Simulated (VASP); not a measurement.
Output of a VASP run:

File OSZICAR:
```
...
DAV:  25    -0.141685414723E+03   -0.75123E-06   -0.30746E-08  1563   0.139E-03
   1 F= -.14168541E+03 E0= -.14168490E+03  d E =-.141685E+03
       N       E                     dE             d eps       ncg     rms          rms(c)
DAV:   1    -0.142163110923E+03   -0.47770E+00   -0.59066E+00  3171   0.248E+01    0.562E+00
DAV:   2    -0.142066562034E+03    0.96549E-01   -0.37773E+00  3340   0.186E+01    0.482E+00
DAV:   3    -0.141853540858E+03    0.21302E+00   -0.16854E+00  3311   0.197E+01    0.485E+00
DAV:   4    -0.141709152507E+03    0.14439E+00   -0.60872E-01  3334   0.140E+01    0.139E+00
DAV:   5    -0.141701649405E+03    0.75031E-02   -0.12366E-01  3843   0.486E+00    0.150E+00
DAV:   6    -0.141688392828E+03    0.13257E-01   -0.58812E-02  3464   0.471E+00    0.680E-01
DAV:   7    -0.141686877263E+03    0.15156E-02   -0.19386E-02  3885   0.234E+00    0.589E-01
DAV:   8    -0.141684365064E+03    0.25122E-02   -0.77200E-03  3407   0.171E+00    0.206E-01
DAV:   9    -0.141684525798E+03   -0.16073E-03   -0.23553E-03  3737   0.484E-01    0.128E-01
DAV:  10    -0.141684530870E+03   -0.50722E-05   -0.63345E-04  3363   0.422E-01    0.237E-02
DAV:  11    -0.141684595211E+03   -0.64341E-04   -0.11366E-04  3450   0.936E-02    0.125E-02
DAV:  12    -0.141684584084E+03    0.11127E-04   -0.28649E-05  3282   0.393E-02    0.739E-03
DAV:  13    -0.141684595381E+03   -0.11296E-04   -0.28851E-06  2381   0.286E-02    0.426E-03
DAV:  14    -0.141684588625E+03    0.67553E-05   -0.97327E-07  1646   0.116E-02    0.131E-03
DAV:  15    -0.141684595723E+03   -0.70972E-05   -0.45912E-07  1557   0.530E-03    0.823E-04
DAV:  16    -0.141684592926E+03    0.27968E-05   -0.10344E-07  1554   0.347E-03    0.297E-04
DAV:  17    -0.141684593376E+03   -0.45039E-06   -0.27061E-08  1551   0.138E-03
   2 F= -.14168459E+03 E0= -.14168411E+03  d E =0.821347E-03
       N       E                     dE             d eps       ncg     rms          rms(c)
DAV:   1    -0.141821370715E+03   -0.13678E+00   -0.16116E+00  3208   0.126E+01    0.295E+00
DAV:   2    -0.141792547725E+03    0.28823E-01   -0.99942E-01  3356   0.972E+00    0.251E+00
DAV:   3    -0.141729199746E+03    0.63348E-01   -0.44746E-01  3387   0.104E+01    0.236E+00
DAV:   4    -0.141697420106E+03    0.31780E-01   -0.16918E-01  3379   0.715E+00    0.717E-01
DAV:   5    -0.141696408793E+03    0.10113E-02   -0.36724E-02  3890   0.281E+00    0.907E-01
DAV:   6    -0.141690741867E+03    0.56669E-02   -0.15934E-02  3566   0.228E+00    0.254E-01
DAV:   7    -0.141690146342E+03    0.59553E-03   -0.24630E-03  3679   0.532E-01    0.151E-01
DAV:   8    -0.141690113075E+03    0.33266E-04   -0.66716E-04  3452   0.453E-01    0.123E-01
DAV:   9    -0.141689940093E+03    0.17298E-03   -0.34579E-04  3788   0.300E-01    0.489E-02
DAV:  10    -0.141689978402E+03   -0.38309E-04   -0.11840E-04  3721   0.133E-01    0.898E-03
DAV:  11    -0.141689947373E+03    0.31029E-04   -0.36097E-05  3094   0.398E-02    0.852E-03
DAV:  12    -0.141689975458E+03   -0.28085E-04   -0.90525E-06  2785   0.198E-02    0.386E-03
DAV:  13    -0.141689969496E+03    0.59623E-05   -0.42581E-07  1607   0.648E-03    0.281E-03
DAV:  14    -0.141689975931E+03   -0.64357E-05   -0.51765E-07  1553   0.825E-03    0.596E-04
DAV:  15    -0.141689970795E+03    0.51358E-05   -0.12146E-07  1533   0.263E-03    0.349E-04
DAV:  16    -0.141689972266E+03   -0.14710E-05   -0.31205E-08  1536   0.142E-03    0.254E-04
DAV:  17    -0.141689972102E+03    0.16411E-06   -0.10601E-08  1533   0.102E-03
   3 F= -.14168997E+03 E0= -.14168947E+03  d E =-.455738E-02
```

**OUTCAR**
```
------------------------ aborting loop because EDIFF is reached ----------------------------------------
  FORCE on cell =-STRESS in cart. coord.  units (eV):
  Direction    XX          YY          ZZ          XY          YZ          ZX
  --------------------------------------------------------------------------------------
  Total       -0.0316130     -0.0316130      0.0923675      0.0000000      0.0000000     -0.0000000
  in kB       -0.3811720     -0.3811719      1.1137170      0.0000000      0.0000000     -0.0000000
  external PRESSURE =       0.1171244 kB  Pullay stress =       0.0000000 kB
  volume of cell :      132.88
      direct lattice vectors                 reciprocal lattice vectors
     3.934648871 -0.000000000  0.000000000     0.254152285  0.146734908  0.000000000
    -1.967324436  3.407505453  0.000000000     0.000000000  0.293469817  0.000000000
     0.000000000 -0.000000000  9.910882690    -0.000000000 -0.000000000  0.100899186
 POSITION                                       TOTAL-FORCE (eV/Angst)
 -----------------------------------------------------------------------------------
      0.00000     -0.00000      3.69800        -0.000000     -0.000000      0.003838
      0.00000     -0.00000      6.21289        -0.000000     -0.000000     -0.003838
      0.00000     -0.00000      8.71070        -0.000000     -0.000000      0.018143
      0.00000     -0.00000      1.20018        -0.000000     -0.000000     -0.018143
      1.96733      1.13583      4.95544        -0.000000      0.000000     -0.000000
     -0.00000      2.27167      2.42791        -0.000000      0.000000     -0.013381
     -0.00000      2.27167      7.48298        -0.000000      0.000000      0.013381
      1.96733      1.13583      2.41392         0.000000      0.000000      0.007914
      1.96733      1.13583      7.49696        -0.000000      0.000000     -0.007914
     -0.00000      2.27167      0.00000         0.000000     -0.000000     -0.000000
     -0.00000      2.27167      4.95544        -0.000000     -0.000000     -0.000000
 -----------------------------------------------------------------------------------
    total drift:                                0.000335     -0.000195      0.000000
  FREE ENERGIE OF THE ION-ELECTRON SYSTEM (eV)
  ---------------------------------------------------
  free  energy   TOTEN  =      -141.6899721024 eV

  energy  without entropy=     -141.6884706436  energy(sigma->0) =     -141.68947162

 reached required accuracy - stopping structural energy minimisation
```
(Selected blocks of OUTCAR.)

### POSCAR
```
Ni7Ge4
1
    3.9246208557     0.0000000000     0.0000000000
   -1.9623104279     3.3988209397     0.0000000000
   -0.0000000000     0.0000000000     9.8868560824
Ni Ge
7 4
Direct
  0.0000000000   0.0000000000   0.3731043679
  0.0000000000   0.0000000000   0.6268956321
  0.0000000000   0.0000000000   0.8787975119
  0.0000000000   0.0000000000   0.1212024881
  0.6666670000   0.3333330000   0.5000000000
  0.3333330000   0.6666670000   0.2449864902
  0.3333330000   0.6666670000   0.7550135098
  0.6666670000   0.3333330000   0.2435865925
  0.6666670000   0.3333330000   0.7564134075
  0.3333330000   0.6666670000   0.0000000000
  0.3333330000   0.6666670000   0.5000000000
```

Question: Write an INCAR and KPOINTS that could have produced this output.

Answer: Several could match; the one computed here: the input of the run itself, r2SCAN meta-GGA, plane waves, VASP's PBE PAW potentials (set 64).

INCAR:
```
ALGO = Normal
EDIFF = 1E-6
EDIFFG = -0.02
ENCUT = 400
IBRION = 2
ISIF = 3
ISMEAR = 1
LASPH = T
LCHARG = F
LMAXMIX = 4
LMIXTAU = T
LREAL = F
LWAVE = F
METAGGA = R2SCAN
NELM = 100
NSW = 60
PREC = Accurate
SIGMA = 0.1
SYSTEM = Ni7Ge4
```

**KPOINTS**
```
Automatic mesh
0
Gamma
8 8 3
0 0 0
```

POTCAR, in this order: Ni Ge_d (PBE.64 set). Program: vasp_std.

The structure comes from a computed database's Ni7Ge4 entry (P-6m2); how it stands against other phases isn't given here. This run relaxes it. Symmetry was kept, so distortions that lower it aren't found. The start is the result of an earlier pass. The run is not spin-polarised, so no magnetic state was tried.
